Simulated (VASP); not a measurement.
Wanted: the native input for a VASP 6.6.1 run.

| Property | Result |
| --- | --- |
| Task | relaxation of the atoms |
| Functional | LDA |
| Potentials or basis | VASP PAW LDA potentials, release 64 (N) |
| Cutoff | 520 eV |
| k mesh | 1 × 1 × 1 |
| Occupations | gaussian, width 0.02 eV |
| Spin | no spin polarisation |
| Further INCAR settings | ALGO = Fast; EDIFF = 1e-07; ISYM = 0; IBRION = 2; EDIFFG = -0.005; NSW = 90 |

The structure of N2 lies in POSCAR:

```
N
1.0
   10.0000000000      0.0000000000      0.0000000000
    0.0000000000     10.5000000000      0.0000000000
    0.0000000000      0.0000000000     11.0000000000
N
2
Direct
    0.5000000000      0.5000000000      0.4500000000
    0.5000000000      0.5000000000      0.5500000000
```

The input as run:

INCAR

```
SYSTEM = N
  PREC = Accurate
  ENCUT = 520
  EDIFF = 1E-7
  ISMEAR = 0
  SIGMA = 0.02
  LREAL = .FALSE.
  LASPH = .TRUE.
  NELM = 100
  ALGO = Fast
  ISIF = 2
  LWAVE = .FALSE.
  LCHARG = .FALSE.
  GGA = CA
  IBRION = 2
  NSW = 90
  EDIFFG = -0.005
  ISYM = 0
```

KPOINTS

```
regular mesh
0
G
  1 1 1
  0 0 0
```

Potentials or basis: VASP PAW LDA potentials, release 64 (N).

Command:

```bash
$ cat potpaw_LDA.64/N/POTCAR > POTCAR
$ mpirun -np 1 vasp_std > vasp.out
```

Results of the run:

| Quantity | Value |
| --- | --- |
| Energy gained by relaxing | 0.3 meV/atom |
| Ionic steps | 3 |
| Gap between the frontier levels | 8.09 eV |

Caveat: the standard files for N, O and F lose accuracy on very short bonds.

Run time: 54 s on 1 thread of Intel(R) Xeon(R) 6975P-C (Granite Rapids) (shared host), peak memory 0.64 GiB.
